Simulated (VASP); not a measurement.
An input for Quantum ESPRESSO's pw.x (written as the equivalent of a VASP run, and not itself run):

```
&CONTROL
  calculation = 'vc-relax'
  pseudo_dir = './pseudo'
  outdir = './out'
  tprnfor = .true.
  tstress = .true.
  nstep = 60
  forc_conv_thr = 0.00078
/
&SYSTEM
  ibrav = 0
  nat = 4
  ntyp = 2
  ecutwfc = 82
  occupations = 'smearing'
  smearing = 'gaussian'
  degauss = 0.003675
  input_dft = 'pz'
/
&ELECTRONS
  conv_thr = 7.3e-08
  electron_maxstep = 100
/
&IONS
/
&CELL
/
ATOMIC_SPECIES
  Si 28.085 Si.upf
  C 12.011 C.upf
CELL_PARAMETERS angstrom
     1.5288728   -2.6480851    0.0000000
     1.5288728    2.6480851   -0.0000000
     0.0000000   -0.0000000    5.0217210
ATOMIC_POSITIONS crystal
  Si   0.6666670  0.3333330  0.4995979
  Si   0.3333330  0.6666670  0.9995979
  C    0.6666670  0.3333330  0.8754021
  C    0.3333330  0.6666670  0.3754021
K_POINTS automatic
  8 8 4 0 0 0
```

Task: Write the VASP files for the same calculation (LDA).

Result: Several could match; the one computed here: 
File POSCAR:
```
SiC
1
    1.5288727672    -2.6480850727     0.0000000000
    1.5288727672     2.6480850727    -0.0000000000
    0.0000000000    -0.0000000000     5.0217210330
Si C
2 2
Direct
  0.6666670000   0.3333330000   0.4995978560
  0.3333330000   0.6666670000   0.9995978560
  0.6666670000   0.3333330000   0.8754021440
  0.3333330000   0.6666670000   0.3754021440
```

INCAR:
```
# general
SYSTEM = SiC
PREC   = Accurate
ENCUT  = 520
LREAL  = .FALSE.
LASPH  = .TRUE.

# electronic loop
EDIFF  = 1E-6
NELM   = 100
ALGO   = Normal

# smearing
ISMEAR = 0
SIGMA  = 0.05

# ions
IBRION = 2
NSW    = 60
ISIF   = 3
EDIFFG = -0.02

# output
LWAVE  = .FALSE.
LCHARG = .FALSE.
```

KPOINTS:
```
Automatic mesh
0
Gamma
8 8 4
0 0 0
```

POTCAR, in this order: Si C (LDA.64 set). Program: vasp_std.

What does not carry over: the potentials are each code's own (VASP's PAW set, PseudoDojo norm-conserving files in pw.x), so ENCUT and ecutwfc are chosen apart and not converted; conv_thr bounds pw.x's estimated SCF error, while EDIFF bounds the energy change between steps; forc_conv_thr acts on force components and is met together with etot_conv_thr.

The compound is SiC in the wurtzite structure, the rare 2H polytype. This run relaxes it. Symmetry was kept, so distortions that lower it aren't found. The start is the result of an earlier pass.
